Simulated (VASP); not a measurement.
Ca3ZrN3:

```
Ca Zr N
1.0
     4.59085    0.00000    0.00000
    -2.29542    3.97579    0.00000
     0.00000    0.00000    6.94996
Ca Zr N
3 1 3
Direct
  0.66667 0.33333 0.00000
  0.66667 0.33333 0.50000
  0.00000 0.00000 0.50000
  0.00000 0.00000 0.00000
  0.33333 0.66667 0.50000
  0.66667 0.33333 0.27878
  0.66667 0.33333 0.72122
```

The cell was built by a generator and needn't be a form met in nature.

* Program: VASP 6.6.1
* Task: relaxation of cell and atoms
* Functional: PBE
* Potentials or basis: VASP PAW PBE potentials, release 64 (Ca_sv, Zr_sv, N)
* Cutoff: 520 eV
* k mesh: 4 × 4 × 2
* Occupations: gaussian, width 0.15 eV
* Spin: no spin polarisation

At the start: pressure 23.3 GPa; volume 18.12 Å³/atom.

Where does the relaxation end?

Over 8 steps the energy falls by 919.2 meV/atom and the volume is 22.04 Å³/atom (+21.6 %); space group P-6m2 (No. 187, to 0.05 Å).

Step by step:
```tsv
step	energy change (eV)	largest force (eV/Å)	pressure (GPa)	volume (Å³)
1	0.0000	8.3294	23.32	126.85
2	-5.3347	1.8596	-5.50	177.52
3	-6.3195	1.2744	-0.68	159.01
4	-6.3249	1.2052	-0.51	158.35
5	-6.3271	1.1296	-0.20	157.70
6	-6.4139	0.1899	-1.32	157.33
7	-6.4211	0.0679	-1.12	157.43
8	-6.4346	0.0636	-0.35	154.27
```

Final structure:
```xyz
7
Lattice="4.5839 0.0000 0.0000 -2.2919 3.9697 0.0000 0.0000 0.0000 8.4781" Properties=species:S:1:pos:R:3 pbc="T T T"
Ca    2.2919    1.3232    0.0000
Ca    2.2919    1.3232    4.2391
Ca    4.5839    0.0000    4.2391
Zr    0.0000    0.0000    0.0000
N     0.0000    2.6465    4.2391
N     2.2919    1.3232    2.0596
N     2.2919    1.3232    6.4185
```

Caveat: the k mesh is coarse (spacing up to 0.45 Å⁻¹), so the values aren't converged; the volume moved by over 15 % at a fixed basis, so the end points are rough.
